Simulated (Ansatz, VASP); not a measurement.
**InCl3 in two plane-wave programs**

One calculation is typed for both programs; each brings its own data sets. How far apart do they land? The cell is generated by rule, not measured, and may not be a known phase. The cell is taken from a series of runs on this material, whose earlier steps may have relaxed, scaled, displaced or heated it; both programs get it as it stands.

Calculated with Ansatz 0.2.0; plane waves, with VASP 6.6.1 beside it; zone-centre phonons at PBEsol.

The structure was built from a prototype and need not be the compound's stable phase.

### Step 1. The starting structure

It takes space group Pm-3m (No. 221, cubic). The conventional cell has a = 5.024 Å, b = 5.024 Å, c = 5.024 Å, α = 90.00°, β = 90.00°, γ = 90.00°. Nearest to In lie 6 Cl at 2.51 Å. Cl has 2 In at 2.51 Å nearest. Farther neighbours and most contacts between anions are not listed.

### Step 2. Ansatz: zone-centre phonons, PBEsol

Ansatz runs on its default PAW (the set named soft_2) files.

Second derivatives magnify differences that forces hide, and they need a tight electronic threshold.

File input.yaml:

```yaml
crystal:
  lattice:
    - [5.0239648185, 0.0, 0.0]
    - [0.0, 5.0239648185, 0.0]
    - [0.0, 0.0, 5.0239648185]
  atoms:
    - { symbol: In, position: [0.0, 0.0, 0.0] }
    - { symbol: Cl, position: [0.5, 0.0, 0.0] }
    - { symbol: Cl, position: [0.0, 0.5, 0.0] }
    - { symbol: Cl, position: [0.0, 0.0, 0.5] }
kpoints:
  mp_grid: { grid: [8, 8, 8] }
hamiltonian:
  xc: pbesol
scf:
  occupations: { method: methfessel_paxton, width: 0.2 }
output:
  eigenvalues: true
phonons:
  method: dfpt
```

On the command line:

```sh
ansatz run input.yaml --threads 4 --pin off --max-ram 7168MiB --backend cpu --events-out ev --progress --plain --runs-dir out
```

Numbers of over 12 decimals in the logs are rounded to 6 here.

Log:

```text
zone centre: on kpoints.mp_grid the ground state, and the responses unless they are solved on pairs of k-points, stand on 125 of the mesh's 512 k-points, reduced under 8 symmetry operations, with k and −k counted as one. Each operation leaves every solved displacement unchanged or reverses it
Engine: ansatz 0.2.0, aarch64-unknown-linux-gnu
Pseudopotentials: kind: paw
Pseudopotential: In, paw, valence charge 13, recommended cutoff 420 eV (normal), In.paw.azcp
Pseudopotential: Cl, paw, valence charge 7, recommended cutoff 420 eV (normal), Cl.paw.azcp
Functional definition: PBEsol
  exchange = pbesol_x
  correlation = pbesol_c
Crystal: 4 atoms, lattice volume = 126.806 Å³
Basis set: ecut = 420 eV, 2517 PW (Γ), exchange–correlation on 72×72×72 points (8 copies of the dense FFT grid, shifted against one another)
Bands: 21, of which v1, the nominal top of the filled ones, is band 17 counted from 1 (16 counted from 0)
Symmetry: 48 space group operations
k-points: 125 of 512 (irreducible under 8 space group operations)
Non-local potential: In, projectors of the file, l = 0: 2, l = 1: 2, l = 2: 2, l = 3: 2
Non-local potential: Cl, projectors of the file, l = 0: 2, l = 1: 2, l = 2: 2
PAW form: soft (Blöchl's): semilocal exchange-correlation on the pseudo side does not see the compensation charge
PAW frozen core: In, regenerated for the run's functional, and the local potential with it (the file was generated under x = pbe(κ = 0.804, μ = 0.219515), c = pbe(β = 0.066725))
PAW frozen core: Cl, regenerated for the run's functional, and the local potential with it (the file was generated under x = pbe(κ = 0.804, μ = 0.219515), c = pbe(β = 0.066725))
PAW one-centre angular grid: In, 590 points (default); XC on 64 Gauss nodes
PAW one-centre angular grid: Cl, 110 points (default); XC on 64 Gauss nodes
Initial density: superposition of atomic densities (neutral atoms: chi_scale 0, normalization atom), corrected by the library's trained network
Initial wavefunctions: pseudopotential atomic-orbital guess
Functional: x = pbesol(κ = 0.804, μ = 0.123457), c = pbesol(β = 0.046)
SCF iter   1: F=—  HF=-8711.372807 eV  |F-HF|=—  |Δ(HF+E_count)|=         —  Δρ=3.69e-3  dr2=2.02e-2  ethr=1.77e-3  ⟨swp⟩=5.5  Hψ=12728  notcnv=0
preconditioner: auto → none  [metal: Δε(μ)=0.124 eV  Ē_g=13.806 eV  σ=0.200 eV  W_gap=0.50  n_scr=26 (ndim 8)  ℏωp=19.2 eV  f_vac=0.248  D(μ)=0.92/eV (n_scr^D=0)  sad-step TF]
SCF iter   2: F=—  HF=-8711.368283 eV  |F-HF|=—  |Δ(HF+E_count)|=   4.52e-3  S|Δr|=    0.00e0  Δρ=1.70e-3  dr2=5.27e-3  ethr=5.94e-5  ⟨swp⟩=2.3  Hψ=5444  notcnv=0
preconditioner: auto → Resta (q_TF=auto, 2.191 Å⁻¹)  ε∞=2.9  [insulator: Δε(μ)=0.141 eV  Ē_g=13.827 eV  σ=0.200 eV  W_gap=0.56  n_scr=26 (ndim 8)  ℏωp=19.2 eV  f_vac=0.246  D(μ)=0.90/eV (n_scr^D=0)  ε∞_Penn≈2.9  vacuum switching on, ρ_ref=1.4e-2 e/Å³]
SCF iter   3: F=—  HF=-8711.367762 eV  |F-HF|=—  |Δ(HF+E_count)|=   5.20e-4  S|Δr|=    0.00e0  Δρ=3.54e-4  dr2=2.75e-4  ethr=1.55e-5  ⟨swp⟩=3.0  Hψ=4836  notcnv=0
SCF iter   4: F=—  HF=-8711.367707 eV  |F-HF|=—  |Δ(HF+E_count)|=   5.50e-5  S|Δr|=    0.00e0  Δρ=1.06e-4  dr2=1.12e-5  ethr=8.09e-7  ⟨swp⟩=3.0  Hψ=4998  notcnv=0
SCF iter   5: F=—  HF=-8711.367711 eV  |F-HF|=—  |Δ(HF+E_count)|=   3.47e-6  S|Δr|=    0.00e0  Δρ=3.15e-5  dr2=9.42e-7  ethr=3.30e-8  ⟨swp⟩=2.8  Hψ=4762  notcnv=0
SCF iter   6: F=—  HF=-8711.367710 eV  |F-HF|=—  |Δ(HF+E_count)|=   1.09e-6  S|Δr|=    0.00e0  Δρ=4.65e-6  dr2=2.04e-8  ethr=2.77e-9  ⟨swp⟩=2.0  Hψ=4322  notcnv=0
SCF iter   7: F=—  HF=-8711.367710 eV  |F-HF|=—  |Δ(HF+E_count)|=   7.24e-9  S|Δr|=    0.00e0  Δρ=1.18e-6  dr2=2.26e-9  ethr=5.99e-11  ⟨swp⟩=2.0  Hψ=4099  notcnv=0
SCF iter   8: F=—  HF=-8711.367710 eV  |F-HF|=—  |Δ(HF+E_count)|=  6.26e-10  S|Δr|=    0.00e0  Δρ=2.28e-7  dr2=5.34e-11  ethr=6.64e-12  ⟨swp⟩=2.1  Hψ=4467  notcnv=0
SCF iter   9: F=-8711.367710 eV  HF=-8711.367710 eV  |F-HF|=3.64e-12  |Δ(HF+E_count)|=  4.18e-11  S|Δr|=    0.00e0  Δρ=4.22e-8  dr2=1.37e-12  ethr=1.00e-12  ⟨swp⟩=6.4  Hψ=13325  notcnv=0
SCF 1 converged in 9 iterations: F = -8711.367710 eV  dr2 = 1.37e-12
  greatest PAW one-centre occupation: 0.986 electrons in one spin orbital (limit 2), on the In atom at site 0 (counted from 0), in its partial waves of l = 2
DFPT response loops at Γ: preconditioner auto → none (partly filled bands, converged f_vac=0.239); β = 0.50; Broyden in place of MSR1
SCF converged after 9 iterations
Stability not checked: this state was not tested for a lower state beside it, because cold or Methfessel-Paxton smearing, or corrected tetrahedra, fill the levels in a way that the test cannot read (fill_not_monotonic; see scf.lower_state_search)
Free energy (F): -8711.367710 eV
Harris-Foulkes:  -8711.367710 eV  (|F-HF|=3.64e-12)
Internal energy: -8711.375683 eV  (E = F + TS)
E sigma→0 (E₀):  -8711.369703 eV
Entropy (-TS):   0.007974 eV (1.993 meV/atom)
Fermi energy:    0.686978 eV
Step filling:    the computed levels leave a gap of 0.0000 eV = 0.0 smearing widths at the electron count; against every level under it full and every level over it empty, smearing changes F+E_penalty+E_count by +3.875 meV and its σ→0 estimate by +1.881 meV
--- Per-component energies (eV) ---
  E_band       = -227.506848
  E_kinetic    = 725.536081
  E_local      = -2846.559486  (includes V_loc(G=0)·N_el)
  E_nonlocal   = 458.401468
  E_hartree    = 1098.452530
  E_xc         = -527.957611
  E_vxc        = -459.781096  (∫ρ·V_xc dr)
  E_paw        = -6014.328498  (= ΣΔE_a)
  E_vpaw       = -302.009228  (= ΣTr[D̂ρ^β])
  E_aug_tail   = 0.000310  (compensation charges beyond the density's cutoff)
  E_ewald      = -1605.391678
  E_core_change = 0.471199  (= ΣΔE_core)
  E_smearing   = 0.007974  (= −TS)
  E_closure    = 0.000000  (closes the sum)
  Σ components = -8711.367710   (vs F -8711.367710, Δ=0.00e0)
--- Band table (eV; the first three rows and the last of 125) ---
  k-point 0: bands = [... 13 lower, -0.0864, -0.0602, -0.0602, -0.0602, 0.1188, 7.2036, 9.5666, 9.5666]
  k-point 1: bands = [... 13 lower, -0.1157, -0.1064, -0.0674, -0.0674, 0.7718, 7.3598, 9.6081, 9.6327]
  k-point 2: bands = [... 13 lower, -0.2067, -0.1538, -0.0662, -0.0662, 1.8026, 7.7933, 9.7171, 9.8229]
  k-point 124: bands = [... 13 lower, -0.3530, 0.6236, 0.6236, 0.6236, 5.8746, 5.8746, 5.8746, 7.5660]
--- Phonons (Γ-DFPT): 3 representative perturbations + reference, on 125 of 512 k-points (Σ response iterations 10) ---
  k mesh reduced under 8 symmetry operations, with k and −k counted as one. Each operation leaves every solved displacement unchanged or reverses it
  ASR residual: 2.059e-5 → 0.000e0 eV/Å²; symmetrization residual: 6.234e-6 eV/Å²
  ASR residual per site (eV/Å²): 1.12e-5 2.06e-5 2.06e-5 2.06e-5
  Γ frequencies (cm⁻¹): -55.44 -55.44 -55.44 -37.38 -37.38 -37.38 0.00 0.00 0.00 261.87 261.87 261.87
  non-analytic LO–TO correction: not included (Born effective charges unavailable; polar crystals: no LO–TO splitting at Γ)
```

In the SCF lines HF is the Harris–Foulkes energy and dr2 the Hartree energy of the density residual, in eV; the loop may stop once dr2 is under the threshold and the program's other checks hold. Hψ counts applications of the Hamiltonian.

(Continued in part 2 of 2.)

[Lines on the potential files, build, host, timing and source positions are cut from VASP's logs without a mark.]

[Logs are printed without paths, hosts, clocks, repeated set-up lines and the standing remarks that a program may print on its own settings, such as how far it seeks lower states.]

[Hosts, paths, dates, database ids (printed as entryN), source tags and the programs' standing remarks are cut or masked in the printed files.]
